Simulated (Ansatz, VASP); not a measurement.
## Cross-check of Zn (Zinc) between VASP and Ansatz

One calculation is typed for both programs; each brings its own data sets. How far apart do they land? The cell is taken from a series of runs on this material, whose earlier steps may have relaxed, scaled, displaced or heated it; both programs get it as it stands.

Method: plane waves, with VASP 6.6.1 beside it; zone-centre phonons at LDA, in Ansatz 0.2.0.

## (1) The starting structure

It takes space group P6_3/mmc (No. 194, hexagonal). The conventional cell has a = 2.474 Å, b = 2.474 Å, c = 4.970 Å, α = 90.00°, β = 90.00°, γ = 120.00°. Nearest to Zn lie 6 Zn at 2.47 Å.

## (2) Ansatz: zone-centre phonons, LDA

Ansatz runs on its PAW soft_1 files.

Second derivatives magnify differences that forces hide, and they need a tight electronic threshold.

Input file input.yaml:

```yaml
crystal:
  lattice:
    - [2.4738158522, 0.0, 0.0]
    - [-1.2369079261, 2.1423873723, 0.0]
    - [0.0, 0.0, 4.9702128087]
  atoms:
    - { symbol: Zn, position: [0.3333333333, 0.6666666667, 0.25] }
    - { symbol: Zn, position: [0.6666666667, 0.3333333333, 0.75] }
kpoints:
  mp_grid: { grid: [18, 18, 10] }
hamiltonian:
  xc: lda
  pseudopotentials: { kind: paw, azcp: { folder: soft_1 }, xc_functional: pbe }
scf:
  occupations: { method: methfessel_paxton, width: 0.2 }
output:
  eigenvalues: true
phonons:
  method: dfpt
```

Run with:

```sh
$ ansatz run input.yaml --threads 4 --pin off --max-ram 10240MiB --backend cpu --events-out ev --progress --plain --runs-dir out
```

Numbers of over 12 decimals in the logs are rounded to 6 here.

The log of the run:

```text
zone centre: on kpoints.mp_grid the ground state, and the responses unless they are solved on pairs of k-points, stand on 546 of the mesh's 3240 k-points, reduced under 4 symmetry operations, with k and −k counted as one. Each operation leaves every solved displacement unchanged or reverses it
Engine: ansatz 0.2.0, aarch64-unknown-linux-gnu
Pseudopotentials: kind: paw
Pseudopotential: Zn, paw, valence charge 12, recommended cutoff 420 eV (normal), soft_1/Zn.paw.azcp
Functional definition: SPW92
  exchange = slater_x
  correlation = pw_c
Crystal: 2 atoms, lattice volume = 26.341 Å³
Basis set: ecut = 420 eV, 491 PW (Γ), exchange–correlation on 36×36×72 points (8 copies of the dense FFT grid, shifted against one another)
Bands: 16, of which v1, the nominal top of the filled ones, is band 12 counted from 1 (11 counted from 0)
Symmetry: 24 space group operations
k-points: 546 of 3240 (irreducible under 4 space group operations, time reversal used)
Non-local potential: Zn, projectors of the file, l = 0: 2, l = 1: 2, l = 2: 3, l = 3: 1
PAW form: soft (Blöchl's): semilocal exchange-correlation on the pseudo side does not see the compensation charge
PAW frozen core: Zn, regenerated for the run's functional, and the local potential with it (the file was generated under x = pbe(κ = 0.804, μ = 0.219515), c = pbe(β = 0.066725))
PAW one-centre angular grid: Zn, 590 points (default); XC on 64 Gauss nodes
Initial density: superposition of atomic densities (chi_scale 0.1, normalization cell)
Initial wavefunctions: pseudopotential atomic-orbital guess
Functional: x = slater, c = lda
SCF iter   1: F=—  HF=-6492.839962 eV  |F-HF|=—  |Δ(HF+E_count)|=         —  Δρ=8.01e-2  dr2=1.16e0  ethr=3.10e-3  ⟨swp⟩=5.7  Hψ=52574  notcnv=0
preconditioner: auto → none  [metal: Δε(μ)=0.093 eV  Ē_g=13.493 eV  σ=0.200 eV  W_gap=0.36  n_scr=4 (ndim 8)  ℏωp=35.4 eV  f_vac=0.000  D(μ)=0.32/eV (n_scr^D=2)  sad-step TF]
SCF iter   2: F=—  HF=-6492.545368 eV  |F-HF|=—  |Δ(HF+E_count)|=   2.95e-1  S|Δr|=    0.00e0  Δρ=2.56e-2  dr2=7.74e-2  ethr=3.10e-3  ⟨swp⟩=2.0  Hψ=21607  notcnv=0  defer=17
SCF iter   3: F=—  HF=-6492.482005 eV  |F-HF|=—  |Δ(HF+E_count)|=   6.34e-2  S|Δr|=    0.00e0  Δρ=1.14e-2  dr2=2.36e-2  ethr=3.23e-4  ⟨swp⟩=2.0  Hψ=20665  notcnv=0  defer=17
SCF iter   4: F=—  HF=-6492.479242 eV  |F-HF|=—  |Δ(HF+E_count)|=   2.76e-3  S|Δr|=    0.00e0  Δρ=5.53e-3  dr2=2.36e-3  ethr=9.83e-5  ⟨swp⟩=2.0  Hψ=14394  notcnv=0  defer=17
SCF iter   5: F=—  HF=-6492.480590 eV  |F-HF|=—  |Δ(HF+E_count)|=   1.35e-3  S|Δr|=    0.00e0  Δρ=7.18e-4  dr2=3.71e-5  ethr=9.85e-6  ⟨swp⟩=2.0  Hψ=16209  notcnv=0  defer=17
SCF iter   6: F=—  HF=-6492.480613 eV  |F-HF|=—  |Δ(HF+E_count)|=   2.34e-5  S|Δr|=    0.00e0  Δρ=7.76e-5  dr2=4.73e-7  ethr=1.55e-7  ⟨swp⟩=2.0  Hψ=15282  notcnv=0  defer=17
SCF iter   7: F=—  HF=-6492.480613 eV  |F-HF|=—  |Δ(HF+E_count)|=   1.16e-7  S|Δr|=    0.00e0  Δρ=3.20e-6  dr2=1.39e-9  ethr=1.97e-9  ⟨swp⟩=2.0  Hψ=15122  notcnv=0  defer=17
SCF iter   8: F=-6492.480613 eV  HF=-6492.480613 eV  |F-HF|=0.00e0  |Δ(HF+E_count)|=  1.64e-11  S|Δr|=    0.00e0  Δρ=1.87e-7  dr2=3.94e-12  ethr=1.00e-12  ⟨swp⟩=5.9  Hψ=55944  notcnv=0
SCF 1 converged in 8 iterations: F = -6492.480613 eV  dr2 = 3.94e-12
  greatest PAW one-centre occupation: 0.982 electrons in one spin orbital (limit 2), on the Zn atom at site 1 (counted from 0), in its partial waves of l = 2
DFPT response loops at Γ: preconditioner auto → Kerker (q_TF=auto, 2.686 Å⁻¹) (partly filled bands, converged f_vac=0.000); β = 1.00, the filter's whole step (`scf.mixing.beta` (0.50) is not read by the response loops under this deck's `scf.mixing.preconditioner`; to damp them name `kerker` or `kerker_dos`, under which they read `scf.mixing.beta`, and type it under 1.00, their step now; both keys bind the ground state too); Broyden in place of MSR1
SCF converged after 8 iterations
Stability not checked: this state was not tested for a lower state beside it, because cold or Methfessel-Paxton smearing, or corrected tetrahedra, fill the levels in a way that the test cannot read (fill_not_monotonic; see scf.lower_state_search)
Free energy (F): -6492.480613 eV
Harris-Foulkes:  -6492.480613 eV  (|F-HF|=0.00e0)
Internal energy: -6492.480298 eV  (E = F + TS)
E sigma→0 (E₀):  -6492.480535 eV
Entropy (-TS):   -0.000315 eV (-0.157 meV/atom)
Fermi energy:    12.664185 eV
--- Per-component energies (eV) ---
  E_band       = 129.324287
  E_kinetic    = 301.395328
  E_local      = -3360.094914  (includes V_loc(G=0)·N_el)
  E_nonlocal   = 1636.222957
  E_hartree    = 1248.318365
  E_xc         = -158.894478
  E_vxc        = -107.575354  (∫ρ·V_xc dr)
  E_paw        = -3645.616989  (= ΣΔE_a)
  E_vpaw       = -837.260039  (= ΣTr[D̂ρ^β])
  E_aug_tail   = -0.000465  (compensation charges beyond the density's cutoff)
  E_ewald      = -2516.924389
  E_core_change = 3.114287  (= ΣΔE_core)
  E_smearing   = -0.000315  (= −TS)
  E_closure    = -0.000000  (closes the sum)
  Σ components = -6492.480613   (vs F -6492.480613, Δ=0.00e0)
--- Band table (eV; the first three rows and the last of 546) ---
  k-point 0: bands = [... 8 lower, 5.3200, 5.5022, 5.5022, 8.1516, 9.0080, 24.8741, 29.2603, 33.8769]
  k-point 1: bands = [... 8 lower, 5.3254, 5.4985, 5.4985, 7.3306, 9.9687, 23.9103, 30.3035, 33.9379]
  k-point 2: bands = [... 8 lower, 5.3408, 5.4878, 5.4878, 6.3482, 11.3780, 22.0911, 32.3418, 34.1182]
  k-point 545: bands = [... 8 lower, 5.5283, 5.5283, 10.0733, 10.0733, 17.7444, 17.7444, 19.5136, 19.5136]
--- Phonons (Γ-DFPT): 2 representative perturbations + reference, on 546 of 3240 k-points (Σ response iterations 7) ---
  k mesh reduced under 4 symmetry operations, with k and −k counted as one. Each operation leaves every solved displacement unchanged or reverses it
  ASR residual: 1.160e-4 → 0.000e0 eV/Å²; symmetrization residual: 2.609e-13 eV/Å²
  ASR residual per site (eV/Å²): 1.16e-4 1.16e-4
  Γ frequencies (cm⁻¹): 0.00 0.00 0.00 73.23 73.23 143.64
  non-analytic LO–TO correction: not included (Born effective charges unavailable; polar crystals: no LO–TO splitting at Γ)
```

## (3) VASP: zone-centre phonons, LDA

The same cell, functional (in two slightly different forms), mesh and smearing now go to VASP, with its own data sets.

Lines of VASP's logs that name or quote its potential files are left out, and so is its time.

Input file INCAR:

```
SYSTEM = Zn
PREC = Accurate
ENCUT = 500
EDIFF = 1E-08
NELM = 120
ISMEAR = 1
SIGMA = 0.2
LREAL = .FALSE.
ALGO = Normal
GGA = CA
NBANDS = 18
LORBIT = 11
LWAVE = .FALSE.
LCHARG = .FALSE.
ISIF = 2
IBRION = 8
LASPH = .TRUE.
GGA_COMPAT = .FALSE.
KPAR = 2
```

Input file POSCAR:

```
Zn
1.0
    2.4738158522      0.0000000000      0.0000000000
   -1.2369079261      2.1423873723      0.0000000000
    0.0000000000      0.0000000000      4.9702128087
Zn
2
Direct
    0.3333333333      0.6666666667      0.2500000000
    0.6666666667      0.3333333333      0.7500000000
```

Input file KPOINTS:

```
Automatic mesh
0
Gamma
18 18 10
0 0 0
```

PAW data sets: Zn (LDA family, release 64).

Run with:

```sh
$ mpirun -np 2 vasp_std
```

The log of the run:

```text
[banner, memory and clock lines left out]
running    2 mpi-ranks, on    1 nodes
 distrk:  each k-point on    1 cores,    2 groups
 distr:  one band on    1 cores,    1 groups

 POSCAR found type information on POSCAR Zn
 POSCAR found :  1 types and       2 ions
 LDA part: xc-table for (Slater(with rela. corr.)+CA(PZ))
 , standard interpolation
 POSCAR, INCAR and KPOINTS ok, starting setup
 FFT: planning ... GRIDC
 FFT: planning ... GRID_SOFT
 FFT: planning ... GRID
 WAVECAR not read
 entering main loop
       N       E                     dE             d eps       ncg     rms          rms(c)
DAV:   1     0.104107109018E+03    0.10411E+03   -0.12260E+04  8376   0.214E+03
DAV:   2     0.126206845427E+00   -0.10398E+03   -0.10087E+03  8024   0.297E+02
DAV:   3    -0.404059964265E+01   -0.41668E+01   -0.41525E+01  9038   0.679E+01
DAV:   4    -0.406094111269E+01   -0.20341E-01   -0.20336E-01  8814   0.474E+00
DAV:   5    -0.406096764201E+01   -0.26529E-04   -0.26529E-04  8706   0.155E-01    0.580E+00
DAV:   6    -0.373704371831E+01    0.32392E+00   -0.11878E+00  8628   0.250E+01    0.389E+00
DAV:   7    -0.370942429777E+01    0.27619E-01   -0.51687E-02 10270   0.410E+00    0.191E+00
DAV:   8    -0.369805932179E+01    0.11365E-01   -0.40276E-03 11074   0.938E-01    0.630E-02
DAV:   9    -0.369802387136E+01    0.35450E-04   -0.38627E-04 10186   0.242E-01    0.319E-02
DAV:  10    -0.369802476326E+01   -0.89190E-06   -0.32970E-05  8476   0.588E-02    0.359E-03
DAV:  11    -0.369802465447E+01    0.10879E-06   -0.58592E-07  8678   0.726E-03    0.248E-03
DAV:  12    -0.369802468827E+01   -0.33798E-07   -0.31455E-08  8692   0.258E-03    0.735E-04
DAV:  13    -0.369802468344E+01    0.48258E-08   -0.31557E-08  6694   0.376E-03
   1 F= -.36980247E+01 E0= -.36979041E+01  d E =-.361877E-03
 Linear response reoptimize wavefunctions to high precision
DAV:   1    -0.369802468280E+01    0.64483E-09   -0.13786E-09  6598   0.296E-04
DAV:   2    -0.369802468281E+01   -0.17735E-10   -0.98975E-11  4314   0.116E-04
 Linear response DOF=           2
 Linear response progress:
  Degree of freedom:   1/  2
       N       E                     dE             d eps       ncg     rms          rms(c)
RMM:   1    -0.199246429613E+00   -0.19925E+00    0.56408E-03 46833   0.193E+00
RMM:   2    -0.199199526168E+00    0.46903E-04   -0.13427E-03 52923   0.348E-01    0.623E-02
RMM:   3    -0.198781802641E+00    0.41772E-03   -0.65535E-05 62499   0.621E-02    0.350E-02
RMM:   4    -0.198399122154E+00    0.38268E-03   -0.62894E-05 61060   0.617E-02    0.304E-03
RMM:   5    -0.198414667831E+00   -0.15546E-04   -0.81727E-07 64677   0.600E-03    0.133E-03
RMM:   6    -0.198415418890E+00   -0.75106E-06   -0.72024E-08 64598   0.156E-03    0.160E-04
RMM:   7    -0.198416041392E+00   -0.62250E-06   -0.57892E-09 64679   0.435E-04    0.425E-05
RMM:   8    -0.198415361156E+00    0.68024E-06   -0.13401E-08 65832   0.142E-04    0.548E-06
RMM:   9    -0.198415256738E+00    0.10442E-06   -0.82618E-09 64678   0.744E-05    0.154E-06
RMM:  10    -0.198415275450E+00   -0.18712E-07   -0.68185E-09 53327   0.548E-05    0.349E-07
RMM:  11    -0.198415280729E+00   -0.52788E-08   -0.43412E-09 40376   0.487E-05    0.228E-07
 first order change of Fermi-energy  -0.13513E-04
 force on displaced ion       1 direction 1 :  -0.652   0.000   0.000
 Linear response progress:
  Degree of freedom:   2/  2
       N       E                     dE             d eps       ncg     rms          rms(c)
RMM:   1    -0.229290133201E+00   -0.22929E+00   -0.27322E-03 16488   0.219E+00
RMM:   2    -0.226013370436E+00    0.32768E-02   -0.18195E-03 16762   0.543E-01    0.618E-02
RMM:   3    -0.226012855769E+00    0.51467E-06   -0.15039E-04 21202   0.815E-02    0.365E-02
RMM:   4    -0.226003877597E+00    0.89782E-05   -0.67526E-05 21115   0.377E-02    0.443E-03
RMM:   5    -0.226008497187E+00   -0.46196E-05   -0.12595E-05 21862   0.593E-03    0.155E-03
RMM:   6    -0.226013320019E+00   -0.48228E-05   -0.36458E-06 21524   0.191E-03    0.326E-04
RMM:   7    -0.226013443956E+00   -0.12394E-06   -0.10096E-06 20939   0.655E-04    0.101E-04
RMM:   8    -0.226012953837E+00    0.49012E-06   -0.43922E-07 21219   0.230E-04    0.356E-05
RMM:   9    -0.226012359750E+00    0.59409E-06   -0.32863E-07 21283   0.118E-04    0.488E-06
RMM:  10    -0.226012380874E+00   -0.21125E-07   -0.10877E-07 22031   0.609E-05    0.189E-06
RMM:  11    -0.226012364245E+00    0.16630E-07   -0.60375E-08 17807   0.476E-05    0.526E-07
RMM:  12    -0.226012362133E+00    0.21119E-08   -0.25976E-08 12416   0.437E-05    0.106E-07
 first order change of Fermi-energy   0.38593E-04
 force on displaced ion       1 direction 3 :   0.000   0.000  -2.525
 Linear response finished
```

From OUTCAR (step 3):

```text
ion  position               nearest neighbor table
   1  0.333  0.667  0.250-   2 2.87   2 2.87   2 2.87   2 2.87   2 2.87   2 2.87
   2  0.667  0.333  0.750-   1 2.87   1 2.87   1 2.87   1 2.87   1 2.87   1 2.87

  LATTYP: Found a hexagonal cell.
 ALAT       =     2.4738158522
 C/A-ratio  =     2.0091280458

 Subroutine GETGRP returns: Found 24 space group operations
 (whereof 12 operations were pure point group operations)

The static configuration has the point symmetry D_3d.
 The point group associated with its full space group is D_6h.

 Found    222 irreducible k-points:

   k-points           NKPTS =    222   k-points in BZ     NKDIM =    222   number of bands    NBANDS=     18

   dimension x,y,z NGX =    18 NGY =   18 NGZ =   36
   dimension x,y,z NGXF=    36 NGYF=   36 NGZF=   72

   ENCUT  =  500.0 eV  36.75 Ry    6.06 a.u.   4.51  4.51  9.06*2*pi/ulx,y,z

   NELECT =      24.0000    total number of electrons

 k-points in reciprocal lattice and weights: Automatic mesh
   0.00000000  0.00000000  0.00000000       0.000
   0.05555556 -0.00000000  0.00000000       0.002
   0.11111111 -0.00000000  0.00000000       0.002
   0.16666667  0.00000000  0.00000000       0.002
   0.22222222  0.00000000  0.00000000       0.002
   0.27777778  0.00000000  0.00000000       0.002
   0.33333333  0.00000000  0.00000000       0.002
   0.38888889  0.00000000  0.00000000       0.002
   0.44444444  0.00000000  0.00000000       0.002
[...]
0.33333333  0.27777778  0.50000000       0.004
   0.33333333  0.33333333  0.50000000       0.001

 average (electrostatic) potential at core
       1 -37.3372       2 -37.3372

  Total        1.9060554      1.9060554      0.0650116      0.0000000     -0.0000000      0.0000000
  in kB      115.9326462    115.9326462      3.9542238      0.0000000     -0.0000000      0.0000000
  external PRESSURE =      78.6065054 kB  Pullay stress =       0.0000000 kB

  energy-cutoff  :      500.00
  volume of cell :       26.34
      direct lattice vectors                 reciprocal lattice vectors
     2.473815852  0.000000000  0.000000000     0.404233807  0.233384497  0.000000000
    -1.236907926  2.142387372  0.000000000     0.000000000  0.466768995  0.000000000
     0.000000000  0.000000000  4.970212809     0.000000000  0.000000000  0.201198628

 POSITION                                       TOTAL-FORCE (eV/Angst)
 -----------------------------------------------------------------------------------
     -0.00000      1.42826      1.24255        -0.000000      0.000000      0.000000
      1.23691      0.71413      3.72766         0.000000     -0.000000     -0.000000
 -----------------------------------------------------------------------------------
    total drift:                               -0.000000      0.000000      0.000000

 Eigenvectors and eigenvalues of the dynamical matrix
 ----------------------------------------------------

   1 f  =    4.344830 THz    27.299374 2PiTHz  144.927941 cm-1    17.968766 meV
             X         Y         Z           dx          dy          dz
     -0.000000  1.428258  1.242553     0.000000    0.000000    0.707107
      1.236908  0.714129  3.727660     0.000000   -0.000000   -0.707107

   2 f  =    2.208420 THz    13.875912 2PiTHz   73.664963 cm-1     9.133287 meV
             X         Y         Z           dx          dy          dz
     -0.000000  1.428258  1.242553     0.000000   -0.707107   -0.000000
      1.236908  0.714129  3.727660     0.000000    0.707107   -0.000000

   3 f  =    2.208420 THz    13.875912 2PiTHz   73.664963 cm-1     9.133287 meV
             X         Y         Z           dx          dy          dz
     -0.000000  1.428258  1.242553     0.707107    0.000000    0.000000
      1.236908  0.714129  3.727660    -0.707107    0.000000    0.000000

   4 f  =    0.000000 THz     0.000000 2PiTHz    0.000001 cm-1     0.000000 meV
             X         Y         Z           dx          dy          dz
     -0.000000  1.428258  1.242553     0.000000   -0.198575    0.678651
      1.236908  0.714129  3.727660     0.000000   -0.198575    0.678651

   5 f  =    0.000000 THz     0.000000 2PiTHz    0.000000 cm-1     0.000000 meV
             X         Y         Z           dx          dy          dz
     -0.000000  1.428258  1.242553     0.707107    0.000000    0.000000
      1.236908  0.714129  3.727660     0.707107    0.000000    0.000000

   6 f/i=    0.000000 THz     0.000000 2PiTHz    0.000001 cm-1     0.000000 meV
             X         Y         Z           dx          dy          dz
     -0.000000  1.428258  1.242553     0.000000   -0.678651   -0.198575
      1.236908  0.714129  3.727660     0.000000   -0.678651   -0.198575

 ELASTIC MODULI CONTR FROM IONIC RELAXATION (kBar)
 Direction    XX          YY          ZZ          XY          YZ          ZX
 --------------------------------------------------------------------------------
 XX          -5.4860      5.4860      0.0000      0.0000      0.0000      0.0000
 YY           5.4860     -5.4860     -0.0000     -0.0000     -0.0000      0.0000
 ZZ           0.0000     -0.0000     -0.0000      0.0000     -0.0000      0.0000
 XY           0.0000     -0.0000      0.0000     -5.4860      0.0000      0.0000
 YZ           0.0000     -0.0000     -0.0000      0.0000     -0.0000      0.0000
 ZX           0.0000      0.0000      0.0000      0.0000      0.0000      0.0000
 --------------------------------------------------------------------------------
```

## (4) Comparison

Known differences besides the potentials themselves: the two LDA forms differ slightly; the cutoff is 420 eV in Ansatz and 500 eV in VASP; VASP's log shows a relativistic correction to its local exchange, Ansatz's none. Total energies have different zeros and are not compared.

Both answers:

```tsv
quantity	Ansatz	VASP	difference
optical mode 1 to 2 (cm⁻¹)	73.2	73.7	-0.59 %
optical mode 3 (cm⁻¹)	143.6	144.9	-0.89 %
```

Modes are paired by rising frequency, not by their patterns, so a pair may set unlike modes beside each other; they are those without the splitting of longitudinal modes.

## (5) Summary of results

| Item | Value |
| --- | --- |
| r.m.s. difference of the optical zone-centre modes, each program's sorted by frequency (zone-centre phonons, LDA) | 0.82 cm⁻¹ |
| difference in optical mode 3 (zone-centre phonons, LDA) | -0.9 % |

The r.m.s. difference of the optical zone-centre modes, each program's sorted by frequency is 0.82 cm⁻¹ (zone-centre phonons, LDA). Among the rows given in per cent, the largest difference of the zone-centre phonons, LDA pair is in optical mode 3, -0.9 %. How closely two codes agree says nothing of how well the functional describes the real material.

[Lines on the potential files, build, host, timing and source positions are cut from VASP's logs without a mark.]

[Logs are printed without paths, hosts, clocks, repeated set-up lines and the standing remarks that a program may print on its own settings, such as how far it seeks lower states.]

[Hosts, paths, dates, database ids (printed as entryN), source tags and the programs' standing remarks are cut or masked in the printed files.]
